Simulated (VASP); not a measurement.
A convergence study with VASP on SiO2 (rutile): one setting is varied, all else stays as given below, so the limit is that of these other settings. Each run relaxes cell and ions from the cell shown. The basis is that of the starting cell, so low cut-offs carry a Pulay error.

```yaml
crystal:
  lattice:
    - [4.18000, 0.00000, 0.00000]
    - [0.00000, 4.18000, 0.00000]
    - [0.00000, 0.00000, 2.67000]
  atoms:
    - { symbol: Si, position: [0.00000, 0.00000, 0.00000] }
    - { symbol: Si, position: [0.50000, 0.50000, 0.50000] }
    - { symbol: O, position: [0.30600, 0.30600, 0.00000] }
    - { symbol: O, position: [0.80600, 0.19400, 0.50000] }
    - { symbol: O, position: [0.19400, 0.80600, 0.50000] }
    - { symbol: O, position: [0.69400, 0.69400, 0.00000] }
```

Level of theory: PBEsol GGA, VASP's PBE PAW potentials (set 64) (plane waves; VASP 6.6.1). The tightest run used: 800 eV cut-off, 5×5×7 Γ-centred mesh, Gaussian smearing of 0.050 eV, potentials Si O.

Gaps are read on the run's mesh, which can miss a band edge.

The settings run are ENCUT = 250; ENCUT = 300; ENCUT = 350; ENCUT = 400; ENCUT = 450; ENCUT = 500; ENCUT = 550; ENCUT = 600; ENCUT = 650; ENCUT = 700; ENCUT = 750; ENCUT = 800. From which on does the relaxed volume stay within 0.1 Å³/atom of the tightest run?

From ENCUT = 450 on: it is off by 0.048 there and by no more than 0.1 in any finer run, while ENCUT = 400 is off by 0.198.
```
setting      relaxed volume (Å³/atom)  E (eV/atom)  gap on the mesh (eV)  plane waves  difference judged (Å³/atom)
-----------  ------------------------  -----------  --------------------  -----------  ---------------------------
ENCUT = 250                     6.395      -9.0862                 6.999          439                        1.468
ENCUT = 300                     6.978      -8.4601                 6.733          564                        0.885
ENCUT = 350                     7.383      -8.2216                 6.346          706                        0.480
ENCUT = 400                     7.665      -8.1750                 5.720          866                        0.198
ENCUT = 450                     7.816      -8.1662                 5.419         1025                        0.048
ENCUT = 500                     7.861      -8.1640                 5.329         1218                        0.002
ENCUT = 550                     7.863      -8.1646                 5.326         1384                        0.000
ENCUT = 600                     7.856      -8.1661                 5.341         1572                        0.007
ENCUT = 650                     7.852      -8.1675                 5.349         1803                        0.011
ENCUT = 700                     7.854      -8.1687                 5.346         1984                        0.009
ENCUT = 750                     7.859      -8.1692                 5.338         2200                        0.005
ENCUT = 800                     7.863      -8.1696                 5.329         2417                        0.000
```

Left out are rungs that failed or repeat a setting and relaxations that didn't move; long series are thinned to 24 rows.

The compound is SiO2 in the rutile structure, stishovite, a high-pressure form.
